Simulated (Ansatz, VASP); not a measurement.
# Zr2CSO (Zr2COS MXene bilayer, AA): VASP beside Ansatz, part 2 of 2

Wanted: the spread between two codes on one cell, functional and k mesh. The cell is taken from a series of runs on this material, whose earlier steps may have relaxed, scaled, displaced or heated it; both programs get it as it stands.

VASP 6.6.1 and Ansatz 0.2.0.

So far: The starting structure; Ansatz: single point, LDA.

## 3. VASP: single point, LDA

Level of this step: LDA; plane waves and PAW (S, Zr_sv, C, O) (VASP).

The same cell, functional (in two slightly different forms), mesh and smearing now go to VASP, with its own data sets.

Lines of VASP's logs that name or quote its potential files are left out, and so is its time.

Contents of INCAR:

```
SYSTEM = Zr2CSO
PREC = Accurate
ENCUT = 520
EDIFF = 1E-06
NELM = 120
ISMEAR = -1
SIGMA = 0.02585
LREAL = .FALSE.
ALGO = Normal
GGA = PW92
NBANDS = 50
LASPH = .TRUE.
LORBIT = 11
LWAVE = .FALSE.
LCHARG = .FALSE.
ISIF = 2
LDIPOL = .TRUE.
IDIPOL = 3
DIPOL = 0.5 0.5 0.507
LVHAR = .TRUE.
GGA_COMPAT = .FALSE.
NELMDL = -8
KPAR = 2
```

Contents of POSCAR:

```
Zr2CSO
1.0
    3.3403991650      0.0000000000      0.0000000000
   -1.6701995825      2.8928705357      0.0000000000
    0.0000000000      0.0000000000     30.5859266937
S Zr C O
2 4 2 2
Direct
    0.3333333333      0.6666666667      0.2942529775
    0.3333333333      0.6666666667      0.5372360951
    0.6666666666      0.3333333334      0.3470546228
    0.3333333333      0.6666666667      0.4356434730
    0.6666666666      0.3333333334      0.5899394764
    0.3333333333      0.6666666667      0.6774885532
    1.0000000000      0.0000000000      0.3885087703
    1.0000000000      0.0000000000      0.6321342716
    0.6666666666      0.3333333334      0.4600142747
    0.6666666666      0.3333333334      0.7057470225
```

Contents of KPOINTS:

```
Automatic mesh
0
Gamma
18 18 1
0 0 0
```

PAW data sets: S, Zr_sv, C and O (LDA family, release 64).

Run with:

```bash
$ mpirun -np 2 vasp_std
```

Numbers of over 12 decimals in the logs are rounded to 6 here.

The log of the run:

```text
[banner, memory and clock lines left out]
running    2 mpi-ranks, on    1 nodes
 distrk:  each k-point on    1 cores,    2 groups
 distr:  one band on    1 cores,    1 groups

 POSCAR found type information on POSCAR S ZrC O
 POSCAR found :  4 types and      10 ions
|                                                                             |
|               ----> ADVICE to this user running VASP <----                  |
|                                                                             |
|     You enforced a specific xc type in the INCAR file but a different       |
|     [... a line on the potential file left out ...]
|     I HOPE YOU KNOW WHAT YOU ARE DOING!                                     |
|                                                                             |

 LDA part: xc-table for (Slater(with rela. corr.)+PW92), standard interpolation
 POSCAR, INCAR and KPOINTS ok, starting setup
 FFT: planning ... GRIDC
 FFT: planning ... GRID_SOFT
 FFT: planning ... GRID
 WAVECAR not read
 entering main loop
       N       E                     dE             d eps       ncg     rms          rms(c)
DAV:   1     0.813834177479E+03    0.81383E+03   -0.40482E+04  4100   0.145E+03
DAV:   2    -0.216132969196E+02   -0.83545E+03   -0.80924E+03  4508   0.412E+02
DAV:   3    -0.102499876260E+03   -0.80887E+02   -0.79434E+02  5132   0.112E+02
DAV:   4    -0.110695411805E+03   -0.81955E+01   -0.81834E+01  6648   0.310E+01
DAV:   5    -0.111137541244E+03   -0.44213E+00   -0.44208E+00  5424   0.575E+00
DAV:   6    -0.111147262109E+03   -0.97209E-02   -0.97205E-02  5760   0.977E-01
DAV:   7    -0.111147723741E+03   -0.46163E-03   -0.46162E-03  5624   0.188E-01
DAV:   8    -0.111147741964E+03   -0.18223E-04   -0.18223E-04  5664   0.376E-02    0.452E+01
DAV:   9    -0.965636375237E+02    0.14584E+02   -0.83671E+01  4480   0.373E+01    0.200E+01
DAV:  10    -0.175948940348E+03   -0.79385E+02   -0.35292E+02  5924   0.444E+01    0.606E+01
DAV:  11    -0.932329059077E+02    0.82716E+02   -0.21856E+02  5118   0.309E+01    0.119E+01
DAV:  12    -0.974522687794E+02   -0.42194E+01   -0.59331E+01  4704   0.256E+01    0.680E+00
DAV:  13    -0.964852220365E+02    0.96705E+00   -0.14084E+01  5022   0.132E+01    0.444E+00
DAV:  14    -0.958827046315E+02    0.60252E+00   -0.18520E+00  4760   0.519E+00    0.286E+00
[...]
DAV:  26    -0.956040342783E+02    0.18684E-03   -0.21566E-05  4992   0.235E-02    0.192E-01
DAV:  27    -0.956028188857E+02    0.12154E-02   -0.14339E-03  4732   0.258E-01    0.885E-02
DAV:  28    -0.956027006766E+02    0.11821E-03   -0.56255E-04  4784   0.886E-02    0.525E-02
DAV:  29    -0.956026321562E+02    0.68520E-04   -0.61622E-05  4912   0.338E-02    0.465E-02
DAV:  30    -0.956025765841E+02    0.55572E-04   -0.13635E-05  4320   0.255E-02    0.388E-02
DAV:  31    -0.956024873152E+02    0.89269E-04   -0.36134E-05  5216   0.528E-02    0.284E-02
DAV:  32    -0.956024613902E+02    0.25925E-04   -0.26079E-05  3976   0.249E-02    0.225E-02
DAV:  33    -0.956024605130E+02    0.87720E-06   -0.67435E-06  3960   0.821E-03
   1 F= -.95602461E+02 E0= -.95600800E+02  d E =-.332158E-02
```

From OUTCAR (step 3):

```text
ion  position               nearest neighbor table
   1  0.333  0.667  0.294-   3 2.52   3 2.52   3 2.52
   2  0.333  0.667  0.537-   5 2.51   5 2.51   5 2.51   4 3.11
   3  0.667  0.333  0.347-   7 2.31   7 2.31   7 2.31   1 2.52   1 2.52   1 2.52   4 3.33   4 3.33
                             4 3.33
   4  0.333  0.667  0.436-   9 2.07   9 2.07   9 2.07   7 2.41   7 2.41   7 2.41   2 3.11   3 3.33
                             3 3.33   3 3.33
   5  0.667  0.333  0.590-   8 2.32   8 2.32   8 2.32   2 2.51   2 2.51   2 2.51   6 3.30   6 3.30
                             6 3.30
   6  0.333  0.667  0.677-  10 2.11  10 2.11  10 2.11   8 2.38   8 2.38   8 2.38   5 3.30   5 3.30
                             5 3.30
   7  0.000  0.000  0.389-   3 2.31   3 2.31   3 2.31   4 2.41   4 2.41   4 2.41
   8  0.000  0.000  0.632-   5 2.32   5 2.32   5 2.32   6 2.38   6 2.38   6 2.38
   9  0.667  0.333  0.460-   4 2.07   4 2.07   4 2.07
  10  0.667  0.333  0.706-   6 2.11   6 2.11   6 2.11

  LATTYP: Found a hexagonal cell.
 ALAT       =     3.3403991650
 C/A-ratio  =     9.1563687999

 Subroutine GETGRP returns: Found  6 space group operations
 (whereof  6 operations were pure point group operations)

The static configuration has the point symmetry C_3v.

 Found     37 irreducible k-points:

   k-points           NKPTS =     37   k-points in BZ     NKDIM =     37   number of bands    NBANDS=     50

   dimension x,y,z NGX =    28 NGY =   28 NGZ =  240
   dimension x,y,z NGXF=    56 NGYF=   56 NGZF=  480

   ENCUT  =  520.0 eV  38.22 Ry    6.18 a.u.   6.21  6.21 56.87*2*pi/ulx,y,z

   NELECT =      80.0000    total number of electrons

 k-points in reciprocal lattice and weights: Automatic mesh
   0.00000000  0.00000000  0.00000000       0.003
   0.05555556  0.00000000  0.00000000       0.019
   0.11111111  0.00000000  0.00000000       0.019
   0.16666667  0.00000000  0.00000000       0.019
   0.22222222  0.00000000  0.00000000       0.019
   0.27777778  0.00000000  0.00000000       0.019
   0.33333333  0.00000000  0.00000000       0.019
   0.38888889  0.00000000  0.00000000       0.019
   0.44444444  0.00000000  0.00000000       0.019
[...]
0.33333333  0.27777778  0.00000000       0.037
   0.33333333  0.33333333  0.00000000       0.006

 dipolmoment           0.000000      0.000000     -0.100930 electrons x Angstroem

 average (electrostatic) potential at core
       1 -89.7849       2 -90.3434       3 -81.5213       4 -82.4732       5 -81.9905
       6 -82.9053       7 -56.5781       8 -57.0468       9 -75.8029      10 -76.0082

 E-fermi :   0.9466

 k-point     1 :       0.0000    0.0000    0.0000
  band No.  band energies     occupation
    ...
     34      -0.9395      2.00000
     35      -0.3943      2.00000
     36       0.3741      2.00000
     37       0.9550      0.83952
     38       0.9550      0.83951
     39       1.6040      0.00000
     40       1.6040      0.00000
     41       2.0369      0.00000
     42       2.0369      0.00000
     43       2.2776      0.00000
    ...

 k-point     2 :       0.0556    0.0000    0.0000
  band No.  band energies     occupation
    ...
     34      -0.9266      2.00000
     35      -0.2440      2.00000
     36       0.4106      2.00000
     37       0.6068      2.00000
     38       0.7746      1.99743
     39       1.2549      0.00001
     40       1.4061      0.00000
     41       2.0070      0.00000
     42       2.2226      0.00000
     43       2.4537      0.00000
    ...

 k-point     3 :       0.1111    0.0000    0.0000
  band No.  band energies     occupation
    ...
     35      -0.2146      2.00000
     36       0.0174      2.00000
     37       0.3216      2.00000
     38       0.4481      2.00000
     39       0.7317      1.99951
     40       1.0590      0.02554
     41       1.8125      0.00000
     42       2.3933      0.00000
     43       2.5548      0.00000
     44       2.8345      0.00000
    ...

  Total        0.3178812      0.3178812      0.1768515     -0.0000000      0.0000000      0.0000000
  in kB        1.7231634      1.7231634      0.9586727     -0.0000000      0.0000000      0.0000000
  external PRESSURE =       1.4683332 kB  Pullay stress =       0.0000000 kB

  energy-cutoff  :      520.00
  volume of cell :      295.56
      direct lattice vectors                 reciprocal lattice vectors
     3.340399165  0.000000000  0.000000000     0.299365420  0.172838706  0.000000000
    -1.670199583  2.892870536  0.000000000     0.000000000  0.345677412  0.000000000
     0.000000000  0.000000000 30.585926694     0.000000000  0.000000000  0.032694775

 POSITION                                       TOTAL-FORCE (eV/Angst)
 -----------------------------------------------------------------------------------
     -0.00000      1.92858      9.00000        -0.000000     -0.000000     -0.024772
     -0.00000      1.92858     16.43186        -0.000000      0.000000      0.021181
      1.67020      0.96429     10.61499        -0.000000      0.000000     -0.017900
     -0.00000      1.92858     13.32456        -0.000000     -0.000000     -0.009678
      1.67020      0.96429     18.04385         0.000000      0.000000     -0.041781
     -0.00000      1.92858     20.72162         0.000000      0.000000     -0.008973
      0.00000      0.00000     11.88290        -0.000000      0.000000      0.000475
      0.00000      0.00000     19.33441        -0.000000      0.000000      0.008914
      1.67020      0.96429     14.06996         0.000000     -0.000000      0.043392
      1.67020      0.96429     21.58593        -0.000000     -0.000000      0.029142
 -----------------------------------------------------------------------------------
    total drift:                                0.000003     -0.000002      0.002095

  FREE ENERGIE OF THE ION-ELECTRON SYSTEM (eV)
  ---------------------------------------------------
  free  energy   TOTEN  =       -95.6024605130 eV

  energy  without entropy=      -95.5991389350  energy(sigma->0) =      -95.60079972

 vacuum level on the upper side and lower side of the slab         5.776         7.666

 total charge
# of ion       s       p       d       tot
------------------------------------------
    1        1.357   2.382   0.000   3.739
    2        1.347   2.421   0.000   3.768
    3        2.190   6.052   1.643   9.885
    4        2.183   6.056   1.559   9.798
    5        2.187   6.048   1.658   9.894
    6        2.180   6.051   1.536   9.767
    7        0.870   1.501   0.000   2.371
    8        0.870   1.505   0.000   2.375
    9        1.567   3.484   0.000   5.050
   10        1.559   3.459   0.000   5.018
--------------------------------------------------
tot         16.311  38.959   6.396  61.665

[... 3 further parts left out ...]
```

## 4. Comparison

Known differences besides the potentials themselves: the cutoff is 420 eV in Ansatz and 520 eV in VASP; VASP's log shows a relativistic correction to its local exchange, Ansatz's none. Total energies have different zeros and are not compared.

The two programs side by side:

```
                                   quantity  Ansatz  VASP  difference
 work function, lower of the two faces (eV)    4.82  4.83       -0.01
work function, higher of the two faces (eV)    6.69  6.72       -0.03
```

VASP's last cycles still show a density residual of 2e-03, so its state may not be settled. With vacuum in the cell, a pressure given here is an average over mostly empty space and none of the material.

## 5. What came out

```yaml
difference_in_work_function_higher_of_the_two_faces_single_point_lda: -0.032 eV
```

In words: The difference in work function, higher of the two faces is -0.032 eV (single point, LDA). Such differences can come from data sets, numerical settings and the points named under the comparisons, not from the functional's error against experiment.

[Lines on the potential files, build, host, timing and source positions are cut from VASP's logs without a mark.]

[Logs are printed without paths, hosts, clocks, repeated set-up lines and the standing remarks that a program may print on its own settings, such as how far it seeks lower states.]

[Hosts, paths, dates, database ids (printed as entryN), source tags and the programs' standing remarks are cut or masked in the printed files.]
